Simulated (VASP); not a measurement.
Input for VASP

POSCAR:
```
TiAl
1
    2.8300304489     0.0000000000     0.0000000000
    0.0000000000     2.8300021035     0.0000000000
    0.0000000000     0.0000000000     4.0699561490
Ti Al
1 1
Direct
  0.0000000000   0.0000000000   0.0000000000
  0.5000000000   0.5000000000   0.5000000000
```

INCAR:
```
SYSTEM = TiAl
PREC = Accurate
ENCUT = 400
EDIFF = 1E-6
NELM = 100
ALGO = Normal
LREAL = .FALSE.
LASPH = .TRUE.
ISMEAR = 1
SIGMA = 0.1
GGA = PE
LMAXMIX = 4
LWAVE = .FALSE.
LCHARG = .FALSE.
ISIF = 2
```

File KPOINTS:
```
Automatic mesh
0
Gamma
10 10 7
0 0 0
```

POTCAR, in this order: Ti_sv Al (PBE.64 set). Program: vasp_std.

Question: Does this input run properly? What does VASP do?

Answer: There is a fault: the lattice vectors carry noise near SYMPREC. VASP stops with an error: IBZKPT: not all point group operations associated with the symmetry operators of the crystalline lattice are members of the point group of the reciprocal lattice. ----> I REFUSE TO CONTINUE WITH THIS SICK JOB ... BYE!!! <----

File standard output:
```
 POSCAR found type information on POSCAR TiAl
 POSCAR found :  2 types and       2 ions
 Reading from existing POTCAR
 Reading from existing POTCAR

 -----------------------------------------------------------------------------
|                                                                             |
|           W    W    AA    RRRRR   N    N  II  N    N   GGGG   !!!           |
|           W    W   A  A   R    R  NN   N  II  NN   N  G    G  !!!           |
|           W    W  A    A  R    R  N N  N  II  N N  N  G       !!!           |
|           W WW W  AAAAAA  RRRRR   N  N N  II  N  N N  G  GGG   !            |
|           WW  WW  A    A  R   R   N   NN  II  N   NN  G    G                |
|           W    W  A    A  R    R  N    N  II  N    N   GGGG   !!!           |
|                                                                             |
|     Inconsistent Bravais lattice types found for crystalline and            |
|     reciprocal lattice:                                                     |
|                                                                             |
|        Crystalline: simple tetragonal                                       |
|        Reciprocal : simple orthorhombic                                     |
|                    (instead of simple tetragonal)                           |
|                                                                             |
|     In most cases this is due to inaccuracies in the specification of       |
|     the crytalline lattice vectors.                                         |
|                                                                             |
|     Suggested SOLUTIONS:                                                    |
|      ) Refine the lattice parameters of your structure,                     |
|      ) and/or try changing SYMPREC.                                         |
|                                                                             |
 -----------------------------------------------------------------------------

 LDA part: xc-table for (Slater+PW92), standard interpolation

 -----------------------------------------------------------------------------
|                                                                             |
|     EEEEEEE  RRRRRR   RRRRRR   OOOOOOO  RRRRRR      ###     ###     ###     |
|     E        R     R  R     R  O     O  R     R     ###     ###     ###     |
|     E        R     R  R     R  O     O  R     R     ###     ###     ###     |
|     EEEEE    RRRRRR   RRRRRR   O     O  RRRRRR       #       #       #      |
|     E        R   R    R   R    O     O  R   R                               |
|     E        R    R   R    R   O     O  R    R      ###     ###     ###     |
|     EEEEEEE  R     R  R     R  OOOOOOO  R     R     ###     ###     ###     |
|                                                                             |
|     IBZKPT: not all point group operations associated with the symmetry     |
|     operators of the crystalline lattice are members of the point group     |
|     of the reciprocal lattice.                                              |
|                                                                             |
|       ---->  I REFUSE TO CONTINUE WITH THIS SICK JOB ... BYE!!! <----       |
|                                                                             |
 -----------------------------------------------------------------------------
```

To mend it, correct POSCAR.
File POSCAR:
```
TiAl
1
    2.8300000000     0.0000000000     0.0000000000
    0.0000000000     2.8300000000     0.0000000000
    0.0000000000     0.0000000000     4.0700000000
Ti Al
1 1
Direct
  0.0000000000   0.0000000000   0.0000000000
  0.5000000000   0.5000000000   0.5000000000
```
The mended run (PBE GGA, plane waves, VASP's PBE PAW potentials (set 64)) converges, and its OSZICAR ends with
```
   1 F= -.12385269E+02 E0= -.12384426E+02  d E =-.252948E-02
```

The compound is TiAl in the L1_0 structure. The cell was not relaxed at this level.
